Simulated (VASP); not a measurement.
Method: PBE GGA with D4 dispersion, VASP's PBE PAW potentials (set 64) (plane waves; VASP).

VASP ran on this input.

**KPOINTS**
```
K-points
0
Gamma
  9 9 5
```

### POSCAR
```
AlN
3.110
  0.5000000000  -0.8660254019   0.0000000000
  0.5000000000   0.8660254019   0.0000000000
  0.0000000000   0.0000000000   1.6012861736
Al N
2 2
Cart
  0.5000000000  -0.2886757113   0.8006430868
  0.5000000000   0.2886757113   0.0000000000
  0.5000000000  -0.2886757113   1.4123344051
  0.5000000000   0.2886757113   0.6116913183
```

**INCAR**
```
# general
SYSTEM=AlN
PREC  =Accurate
ENCUT =520
LREAL =.FALSE.
LASPH =.TRUE.

# electronic loop
EDIFF =1E-6
NELM  =100
ALGO  =Normal

# smearing
ISMEAR=0
SIGMA =0.05

# functional
GGA   =PE
IVDW  =13

# ions
ISIF  =2

# output
LWAVE =.FALSE.
LCHARG=.FALSE.
```

POTCAR, in this order: Al N (PBE.64 set). Program: vasp_std.

**Question.** What does the run give for the energy per atom (σ→0), dispersion energy, band gap (on the k-mesh)?

**Answer.** 
energy per atom (σ→0): -7.750 eV/atom
dispersion energy: -1.228 eV
band gap (on the k-mesh): 4.21 eV

File OSZICAR:
```
...
DAV:   7    -0.297815419226E+02   -0.14467E-01   -0.65809E-01   968   0.641E+00    0.290E+00
DAV:   8    -0.297747564613E+02    0.67855E-02   -0.77983E-02   996   0.292E+00    0.479E-01
DAV:   9    -0.297699829435E+02    0.47735E-02   -0.20601E-02  1080   0.107E+00    0.240E-01
DAV:  10    -0.297705319103E+02   -0.54897E-03   -0.22353E-03  1024   0.364E-01    0.130E-01
DAV:  11    -0.297704641875E+02    0.67723E-04   -0.20419E-04  1024   0.115E-01    0.321E-02
DAV:  12    -0.297704659994E+02   -0.18119E-05   -0.80300E-06   960   0.291E-02    0.902E-03
DAV:  13    -0.297704657127E+02    0.28676E-06   -0.54357E-06  1028   0.173E-02
   1 F= -.30998561E+02 E0= -.30998561E+02  d E =-.330853E-11
```

The compound is AlN in the wurtzite structure. The cell was not relaxed at this level. The run is one of a series of settings (IVDW = 13 against the base run), some of them coarse on purpose.
